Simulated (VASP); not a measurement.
# InB3 (Pm-3m) in VASP: further runs, part 2 of 2

VASP 6.6.1.

### 4 Single point, PBE

File INCAR:

```
SYSTEM = InB3
ALGO = Normal ; EDIFF = 1E-7
ENCUT = 520 ; GGA = PE
ISIF = 2 ; ISMEAR = 0
LASPH = .TRUE. ; LCHARG = .TRUE.
LELF = .TRUE. ; LREAL = .FALSE.
LVHAR = .TRUE. ; LWAVE = .FALSE.
NBANDS = 19 ; NELM = 80
PREC = Accurate ; SIGMA = 0.1
```

File KPOINTS:

```
k-points
0
G
  14 14 14
  0 0 0
```

File POSCAR:

```
InB3
1.0
    3.5840080802      0.0000000000      0.0000000000
    0.0000000000      3.5840080802      0.0000000000
    0.0000000000      0.0000000000      3.5840080802
In B
1 3
Direct
    0.0000000000      0.0000000000      0.0000000000
    0.0000000000      0.5000000000      0.5000000000
    0.5000000000      0.0000000000      0.5000000000
    0.5000000000      0.5000000000      0.0000000000
```

Potentials or basis: VASP PAW PBE potentials, release 64 (In_d, B).

Launch:

```
> cat potpaw_PBE.64/In_d/POTCAR potpaw_PBE.64/B/POTCAR > POTCAR
> mpirun -np 1 vasp_std > vasp.out
```

OUTCAR:

```text
SYSTEM = InB3
   EDIFF = 1E-7
   ENCUT = 520
   GGA = PE
   ISIF = 2
   ISMEAR = 0
   LASPH = .TRUE.
   LREAL = .FALSE.
   NELM = 80
   PREC = Accurate

 ion  position               nearest neighbor table
   1  0.000  0.000  0.000-   2 2.53   3 2.53   4 2.53   2 2.53   3 2.53   2 2.53   4 2.53   2 2.53
                             3 2.53   4 2.53   3 2.53   4 2.53
   2  0.000  0.500  0.500-   1 2.53   1 2.53   1 2.53   1 2.53
   3  0.500  0.000  0.500-   1 2.53   1 2.53   1 2.53   1 2.53
   4  0.500  0.500  0.000-   1 2.53   1 2.53   1 2.53   1 2.53

  LATTYP: Found a simple cubic cell.
 ALAT       =     3.5840080802

  Lattice vectors:

 A1 = (   3.5840080802,   0.0000000000,   0.0000000000)
 A2 = (   0.0000000000,   3.5840080802,   0.0000000000)
 A3 = (   0.0000000000,   0.0000000000,   3.5840080802)

Analysis of symmetry for initial positions (statically):
=====================================================================
 Subroutine PRICEL returns:
 Original cell was already a primitive cell.

 Routine SETGRP: Setting up the symmetry group for a
 simple cubic supercell.
[... 172 lines left out ...]

 E-fermi :   7.9629     XC(G=0): -11.5420

 val. band max:        7.9588206193   @ k =   0.3571   0.2857   0.2143
 cond. band min:       7.9707167337   @ k =   0.2857   0.1429   0.1429
 fundamental gap:      0.0118961143
 Fermi energy:         7.9628955344

 k-point     1 :       0.0000    0.0000    0.0000
  band No.  band energies     occupation
      1      -6.9634      2.00000
      2      -6.9634      2.00000
      3      -6.6765      2.00000
      4      -6.6765      2.00000
      5      -6.6765      2.00000
      6      -5.3856      2.00000
[... 505 lines left out ...]
      6      -3.4480      2.00000
[... 11 lines left out ...]
     18      14.2593      0.00000
     19      16.7254      0.00000

 [... further k-points ...]

------------------------ aborting loop because EDIFF is reached ----------------------------------------

  FORCE on cell =-STRESS in cart. coord.  units (eV):
  Direction    XX          YY          ZZ          XY          YZ          ZX
  --------------------------------------------------------------------------------------
  -------------------------------------------------------------------------------------
  Total        0.0016782      0.0016782      0.0016782     -0.0000000     -0.0000000      0.0000000
  in kB        0.0584049      0.0584049      0.0584049     -0.0000000     -0.0000000      0.0000000
  external PRESSURE =       0.0584049 kB  Pullay stress =       0.0000000 kB

 VOLUME and BASIS-vectors are now :
 -----------------------------------------------------------------------------
  energy-cutoff  :      520.00
  volume of cell :       46.04
      direct lattice vectors                 reciprocal lattice vectors
     3.584008080  0.000000000  0.000000000     0.279017228  0.000000000  0.000000000
     0.000000000  3.584008080  0.000000000     0.000000000  0.279017228  0.000000000
     0.000000000  0.000000000  3.584008080     0.000000000  0.000000000  0.279017228

 POSITION                                       TOTAL-FORCE (eV/Angst)
 -----------------------------------------------------------------------------------
      0.00000      0.00000      0.00000         0.000000      0.000000      0.000000
      0.00000      1.79200      1.79200         0.000000      0.000000      0.000000
      1.79200      0.00000      1.79200         0.000000      0.000000      0.000000
      1.79200      1.79200      0.00000         0.000000      0.000000      0.000000
 -----------------------------------------------------------------------------------
    total drift:                               -0.000000     -0.000000     -0.000000

  FREE ENERGIE OF THE ION-ELECTRON SYSTEM (eV)
  ---------------------------------------------------
  free  energy   TOTEN  =       -14.4738908448 eV

  energy  without entropy=      -14.4641968928  energy(sigma->0) =      -14.46904387
```

OSZICAR:

```text
N       E                     dE             d eps       ncg     rms          rms(c)
DAV:   1     0.133355885366E+03    0.13336E+03   -0.10298E+04  4631   0.136E+03
DAV:   2    -0.493660767415E+01   -0.13829E+03   -0.13269E+03  5001   0.321E+02
DAV:   3    -0.144835149595E+02   -0.95469E+01   -0.92464E+01  5609   0.800E+01
DAV:   4    -0.147562299049E+02   -0.27271E+00   -0.27144E+00  5601   0.119E+01
DAV:   5    -0.147632730260E+02   -0.70431E-02   -0.70413E-02  6037   0.202E+00    0.667E+00
DAV:   6    -0.145112526535E+02    0.25202E+00   -0.45993E-01  6632   0.152E+01    0.357E+00
DAV:   7    -0.144775837446E+02    0.33669E-01   -0.11555E-01  7004   0.474E+00    0.821E-01
DAV:   8    -0.144740653803E+02    0.35184E-02   -0.11747E-02  5991   0.150E+00    0.173E-01
DAV:   9    -0.144738899349E+02    0.17545E-03   -0.53505E-04  6490   0.410E-01    0.752E-02
DAV:  10    -0.144738907463E+02   -0.81137E-06   -0.70395E-05  7008   0.112E-01    0.156E-02
DAV:  11    -0.144738911169E+02   -0.37063E-06   -0.28370E-06  5004   0.160E-02    0.174E-02
DAV:  12    -0.144738908834E+02    0.23348E-06   -0.11360E-06  6890   0.981E-03    0.288E-03
DAV:  13    -0.144738908448E+02    0.38620E-07   -0.82040E-08  3095   0.254E-03
   1 F= -.14473891E+02 E0= -.14469044E+02  d E =-.969395E-02
```

stdout:

```text
POSCAR found type information on POSCAR InB
 POSCAR found :  2 types and       4 ions
 scaLAPACK will be used
 LDA part: xc-table for (Slater+PW92), standard interpolation
 POSCAR, INCAR and KPOINTS ok, starting setup
 FFT: planning ... GRIDC
 FFT: planning ... GRID_SOFT
 FFT: planning ... GRID
 WAVECAR not read
 entering main loop
```

It took 54 s on 1 thread of Intel Xeon Platinum 8375C at 2.90GHz (Ice Lake), shared host; peak memory 0.22 GiB.

Results:

```yaml
Free_energy: -14.4739 eV
Pressure: 0.0 GPa
Band_gap_on_the_k_mesh: none (metal or under the smearing width)
```

Levels at points of the mesh, in eV from the Fermi level:
```tsv
k point	band 9	band 10	band 11	band 12	band 13	band 14
(0.00, 0.00, 0.00)	-3.94	-1.91	-1.91	0.97	2.70	2.70
(0.50, 0.00, 0.00)	-1.13	-1.13	-0.86	-0.86	0.97	1.49
(0.50, 0.50, 0.00)	-7.26	1.03	1.22	1.22	1.73	1.81
(0.50, 0.50, 0.50)	-5.38	-4.88	-4.88	-4.88	-2.96	6.43
```

### 5 Single point, PBE (species swapped into the Pr3Sn type (Pm-3m, No. 221))

File INCAR:

```
  PREC = Accurate
  ENCUT = 520
  EDIFF = 1E-6
  ISMEAR = 0
  SIGMA = 0.1
  LREAL = False
  LASPH = True
  NELM = 60
  ALGO = Fast
  ISIF = 2
  LWAVE = False
  LCHARG = False
  GGA = PE
  NBANDS = 19
```

File KPOINTS:

```
Automatic mesh
0
Gamma
  6 6 6
```

File POSCAR:

```
InB3
1.0
    3.7204069000      0.0000000000      0.0000000000
    0.0000000000      3.7204069000      0.0000000000
    0.0000000000      0.0000000000      3.7204069000
In B
1 3
Direct
    0.0000000000      0.0000000000      0.0000000000
    0.0000000000      0.5000000000      0.5000000000
    0.5000000000      0.0000000000      0.5000000000
    0.5000000000      0.5000000000      0.0000000000
```

Potentials or basis: VASP PAW PBE potentials, release 64 (In_d, B).

Launch:

```
> cat potpaw_PBE.64/In_d/POTCAR potpaw_PBE.64/B/POTCAR > POTCAR
> mpirun -np 1 vasp_std > vasp.out
```

OUTCAR:

```text
PREC = Accurate
   ENCUT = 520
   EDIFF = 1E-6
   ISMEAR = 0
   LREAL = False
   LASPH = True
   NELM = 60
   ISIF = 2
   GGA = PE

 ion  position               nearest neighbor table
   1  0.000  0.000  0.000-   2 2.63   3 2.63   4 2.63   2 2.63   3 2.63   2 2.63   4 2.63   2 2.63
                             3 2.63   4 2.63   3 2.63   4 2.63
   2  0.000  0.500  0.500-   1 2.63   1 2.63   1 2.63   1 2.63
   3  0.500  0.000  0.500-   1 2.63   1 2.63   1 2.63   1 2.63
   4  0.500  0.500  0.000-   1 2.63   1 2.63   1 2.63   1 2.63

  LATTYP: Found a simple cubic cell.
 ALAT       =     3.7204069000

  Lattice vectors:

 A1 = (   3.7204069000,   0.0000000000,   0.0000000000)
 A2 = (   0.0000000000,   3.7204069000,   0.0000000000)
 A3 = (   0.0000000000,   0.0000000000,   3.7204069000)

Analysis of symmetry for initial positions (statically):
=====================================================================
 Subroutine PRICEL returns:
 Original cell was already a primitive cell.

 Routine SETGRP: Setting up the symmetry group for a
 simple cubic supercell.

 Subroutine GETGRP returns: Found 48 space group operations
 (whereof 48 operations were pure point group operations)
 out of a pool of 48 trial point group operations.

The static configuration has the point symmetry O_h .

Analysis of symmetry for dynamics (positions and initial velocities):
=====================================================================
 Subroutine PRICEL returns:
 Original cell was already a primitive cell.

 Routine SETGRP: Setting up the symmetry group for a
 simple cubic supercell.

 Subroutine GETGRP returns: Found 48 space group operations
 (whereof 48 operations were pure point group operations)
[... 117 lines left out ...]
   EFERMI_NEDOS =   21; number of points for ismear=-14 and -15
   IALGO  =     68    algorithm
   IMIX   =      4    mixing-type and parameters
     AMIX     =   0.40;   BMIX     =  1.00
     AMIX_MAG =   1.60;   BMIX_MAG =  1.00
  volume/ion in A,a.u.               =      12.87        86.88
  Fermi-wavevector in a.u.,A,eV,Ry     =   1.232987  2.330008 20.684363  1.520258
  Thomas-Fermi vector in A             =   2.367736
   LORBIT       =      0    0 simple, 1 ext, 2 COOP (PROOUT), +10 PAW based schemes
   GGA     = PE    functional components
   LHFCALC =     F    Hartree Fock is set to
   AEXX    =    0.0000 exact exchange contribution
   IVDW    =     0    specifies the selected vdW correction
   LEPSILON=     F    determine dielectric tensor
   LRPA    =     F    only Hartree local field effects (RPA)
 non-spin polarized calculation
 RMM-DIIS sequential band-by-band and
 Gauss-broadening in eV      SIGMA  =   0.10
  energy-cutoff  :      520.00
  volume of cell :       51.50
 maximum number of plane-waves:      1409
 NGX is ok and might be reduce to    28
   NGX = 13   NGY = 13   NGZ = 13

 number of electron      22.0000014 magnetization

 Free energy of the ion-electron system (eV)
  ---------------------------------------------------
  ext. energy  EPLUGINS =         0.00000000
  ---------------------------------------------------
  free energy    TOTEN  =       -14.31712353 eV

  energy without entropy =      -14.30781357  energy(sigma->0) =      -14.31246855

 E-fermi :   6.6184     XC(G=0): -11.0501

 val. band max:        6.5774378230   @ k =   0.3333   0.3333   0.0000
 cond. band min:       6.6838097718   @ k =   0.3333   0.0000   0.0000
 fundamental gap:      0.1063719488
 Fermi energy:         6.6183667639

 k-point     1 :       0.0000    0.0000    0.0000
  band No.  band energies     occupation
      1      -8.0028      2.00000
      2      -8.0028      2.00000
      3      -7.8053      2.00000
      4      -7.8053      2.00000
      5      -7.8053      2.00000
      6      -5.6599      2.00000
[... 417 lines left out ...]
      6       1.6134      2.00000
[... 11 lines left out ...]
     18      13.2385      0.00000
     19      19.7786      0.00000

------------------------ aborting loop because EDIFF is reached ----------------------------------------

  FORCE on cell =-STRESS in cart. coord.  units (eV):
  Direction    XX          YY          ZZ          XY          YZ          ZX
  --------------------------------------------------------------------------------------
  -------------------------------------------------------------------------------------
  Total       -3.3360330     -3.3360330     -3.3360330      0.0000000      0.0000000      0.0000000
  in kB     -103.7933660   -103.7933660   -103.7933660      0.0000000      0.0000000      0.0000000
  external PRESSURE =    -103.7933660 kB  Pullay stress =       0.0000000 kB

 VOLUME and BASIS-vectors are now :
 -----------------------------------------------------------------------------
  energy-cutoff  :      520.00
  volume of cell :       51.50
      direct lattice vectors                 reciprocal lattice vectors
     3.720406900  0.000000000  0.000000000     0.268787804  0.000000000  0.000000000
     0.000000000  3.720406900  0.000000000     0.000000000  0.268787804  0.000000000
     0.000000000  0.000000000  3.720406900     0.000000000  0.000000000  0.268787804

 POSITION                                       TOTAL-FORCE (eV/Angst)
 -----------------------------------------------------------------------------------
      0.00000      0.00000      0.00000         0.000000      0.000000      0.000000
      0.00000      1.86020      1.86020         0.000000      0.000000      0.000000
      1.86020      0.00000      1.86020         0.000000      0.000000      0.000000
      1.86020      1.86020      0.00000         0.000000      0.000000      0.000000
 -----------------------------------------------------------------------------------
    total drift:                               -0.000000     -0.000000     -0.000000

  FREE ENERGIE OF THE ION-ELECTRON SYSTEM (eV)
  ---------------------------------------------------
  free  energy   TOTEN  =       -14.3171235337 eV

  energy  without entropy=      -14.3078135663  energy(sigma->0) =      -14.31246855
```

OSZICAR:

```text
N       E                     dE             d eps       ncg     rms          rms(c)
DAV:   1     0.126350264509E+03    0.12635E+03   -0.10016E+04   771   0.130E+03
DAV:   2    -0.543944214283E+01   -0.13179E+03   -0.12602E+03   834   0.302E+02
DAV:   3    -0.142484985320E+02   -0.88091E+01   -0.84939E+01   927   0.742E+01
DAV:   4    -0.145407517084E+02   -0.29225E+00   -0.29084E+00   933   0.118E+01
DAV:   5    -0.145482820524E+02   -0.75303E-02   -0.75292E-02  1021   0.205E+00    0.535E+00
RMM:   6    -0.143392730555E+02    0.20901E+00   -0.30657E-01   948   0.564E+00    0.287E+00
RMM:   7    -0.143203104245E+02    0.18963E-01   -0.14244E-01   934   0.213E+00    0.764E-01
RMM:   8    -0.143170020169E+02    0.33084E-02   -0.20385E-02   951   0.189E+00    0.162E-01
RMM:   9    -0.143169688679E+02    0.33149E-04   -0.60472E-03  1091   0.688E-01    0.949E-02
RMM:  10    -0.143170701965E+02   -0.10133E-03   -0.17854E-03  1034   0.536E-01    0.360E-02
RMM:  11    -0.143170949878E+02   -0.24791E-04   -0.69434E-04  1074   0.262E-01    0.162E-02
RMM:  12    -0.143171144728E+02   -0.19485E-04   -0.30646E-04  1118   0.205E-01    0.110E-02
RMM:  13    -0.143171232739E+02   -0.88011E-05   -0.10928E-04  1204   0.840E-02    0.467E-03
RMM:  14    -0.143171235337E+02   -0.25973E-06   -0.82885E-06   924   0.226E-02
   1 F= -.14317124E+02 E0= -.14312469E+02  d E =-.930997E-02
```

Wall time 15 s (1 thread of Intel Xeon Platinum 8375C at 2.90GHz (Ice Lake), shared host); peak memory 0.15 GiB.

Results:

```yaml
Free_energy: -14.3171 eV
Pressure: -10.4 GPa
Band_gap_on_the_k_mesh: none (metal or under the smearing width)
```

Levels at points of the mesh, in eV from the Fermi level:
| k point | band 7 | band 8 | band 9 | band 10 | band 11 | band 12 | band 13 | band 14 | band 15 | band 16 |
| --- | --- | --- | --- | --- | --- | --- | --- | --- | --- | --- |
| (0.00, 0.00, 0.00) | -3.37 | -3.37 | -3.37 | -2.16 | -2.16 | 0.67 | 2.69 | 2.69 | 2.69 | 5.20 |
| (0.50, 0.00, 0.00) | -9.72 | -1.65 | -0.87 | -0.87 | -0.56 | -0.56 | 0.85 | 1.04 | 1.81 | 5.16 |
| (0.50, 0.50, 0.00) | -7.51 | -6.84 | -6.78 | 1.20 | 1.25 | 1.25 | 1.47 | 1.62 | 1.62 | 4.54 |
| (0.50, 0.50, 0.50) | -5.00 | -5.00 | -4.82 | -4.82 | -4.82 | -4.64 | -2.96 | 5.97 | 5.97 | 5.97 |

### 6 The runs side by side

| task | cell | k mesh | cutoff (eV) | gap on the mesh (eV) | pressure (GPa) |
| --- | --- | --- | --- | --- | --- |
| single point | species swapped into the Pr3Sn type (Pm-3m, No. 221) | 14 × 14 × 14 | 520 | none | 0.0 |
| relaxation of cell and atoms | relaxed from: species swapped into the Pr3Sn type (Pm-3m, No. 221) | 14 × 14 × 14 | 600 | none | -0.1 |
| single point | as given | 14 × 14 × 14 | 520 | none | 0.0 |
| single point | species swapped into the Pr3Sn type (Pm-3m, No. 221) | 6 × 6 × 6 | 520 | none | -10.4 |

Alike in all rows: level PBE; potentials or basis VASP PAW PBE potentials, release 64 (In_d, B); no spin polarisation; smearing gaussian 0.1 eV.

Total energies depend on the potentials used, so only differences within one code and one set of settings carry meaning.
